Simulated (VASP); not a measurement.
Here is a VASP 6.6.1 calculation.

Contents of POSCAR:

```
CuGe3
1.0
   -2.1100886800      2.1100886800      4.2269054400
    2.1100886800     -2.1100886800      4.2269054400
    2.1100886800      2.1100886800     -4.2269054400
Cu Ge
1 3
Cartesian
    0.0000000000      0.0000000000      0.0000000000
    0.0000000000      0.0000000000      4.2269054400
    0.0000000000      2.1100886800      2.1134527200
    2.1100886800      0.0000000000      2.1134527200
```

INCAR.step1

```
SYSTEM = CuGe3
  ALGO = Fast
  EDIFF = 1E-6
  ENCUT = 700
  GGA = PS
  ISIF = 2
  ISMEAR = 2
  IVDW = 11
  LASPH = .False.
  LCHARG = .True.
  LMAXMIX = 4
  LREAL = .False.
  LWAVE = .False.
  NBANDS = 20
  NELM = 60
  PREC = Accurate
  SIGMA = 0.1
```

The input KPOINTS.step1:

```
k-points
0
Gamma
  9 9 9
  0 0 0
```

The input INCAR.step2:

```
SYSTEM = CuGe3
  ALGO = Fast
  EDIFF = 1E-6
  ENCUT = 700
  GGA = PS
  ICHARG = 11
  ISIF = 2
  ISMEAR = -5
  IVDW = 11
  LASPH = .False.
  LCHARG = .False.
  LMAXMIX = 4
  LORBIT = 10
  LREAL = .False.
  LWAVE = .False.
  NBANDS = 20
  NEDOS = 2001
  NELM = 60
  PREC = Accurate
  SIGMA = 0.1
```

KPOINTS.step2

```
k-points
0
Gamma
  14 14 14
  0 0 0
```

Potentials or basis: VASP PAW PBE potentials, release 64 (Cu, Ge).

The run is started by

```console
$ cat potpaw_PBE.64/Cu/POTCAR potpaw_PBE.64/Ge/POTCAR > POTCAR
$ cp INCAR.step1 INCAR
$ cp KPOINTS.step1 KPOINTS
$ mpirun -np 1 vasp_std > vasp.out
$ cp INCAR.step2 INCAR
$ cp KPOINTS.step2 KPOINTS
$ mpirun -np 1 vasp_std > vasp.out
```

(1) Estimate the dispersion energy per atom.

## Answers

(1) -0.191 eV.
